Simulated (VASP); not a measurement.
A convergence study with VASP on HfS$_{2}$ (1T layered): one setting is varied, all else stays as given below, so the limit is that of these other settings.

```
HfS2
1.0
    1.81500    -3.14367     0.00000
    1.81500     3.14367     0.00000
    0.00000     0.00000     5.85000
Hf S
1 2
Cartesian
  0.00000   0.00000   0.00000
  1.81500   1.04789   1.46250
  1.81500  -1.04789   4.38750
```

The numbers are results of PBE GGA, VASP's PBE PAW potentials (set 64) (plane waves; VASP), not measurements. The tightest run used: 550 eV cut-off, 12×12×6 Monkhorst-Pack mesh, Gaussian smearing of 0.050 eV, potentials Hf_pv S.

The reference is 12×12×6 mesh, which took about 2 core-minutes. The timings are rough (shared machines, no repeats); factors under 2 mean little.

Q: Of the settings 1×1×1 mesh; 2×2×1 mesh; 3×3×2 mesh; 4×4×2 mesh; 5×5×2 mesh; 6×6×3 mesh; 7×7×4 mesh; 8×8×4 mesh; 9×9×4 mesh; 10×10×5 mesh; 11×11×6 mesh; 12×12×6 mesh, which is the lowest that keeps the difference from the reference in E (eV/atom) within 0.005 from there on, and what does it cost?

A: 6×6×3 mesh; its cost over the reference is about 1/5.
```tsv
setting	difference in E (eV/atom)	cost over the reference
1×1×1 mesh	2.7764	about 1/20
2×2×1 mesh	0.1364	about 1/20
3×3×2 mesh	0.0707	about 1/20
4×4×2 mesh	0.0095	about 1/10
5×5×2 mesh	0.0080	about 1/20
6×6×3 mesh	0.0010	about 1/5
7×7×4 mesh	0.0015	about 1/6
8×8×4 mesh	0.0002	about 1/3
9×9×4 mesh	0.0003	about 1/5
10×10×5 mesh	0.0000	within a factor of 2
11×11×6 mesh	0.0001	about 1/3
12×12×6 mesh	0.0000	reference
```

Left out are rungs that failed or repeat a setting and relaxations that didn't move; long series are thinned to 24 rows.

The compound is HfS2 in the 1T layered structure. The cell was not relaxed at this level.
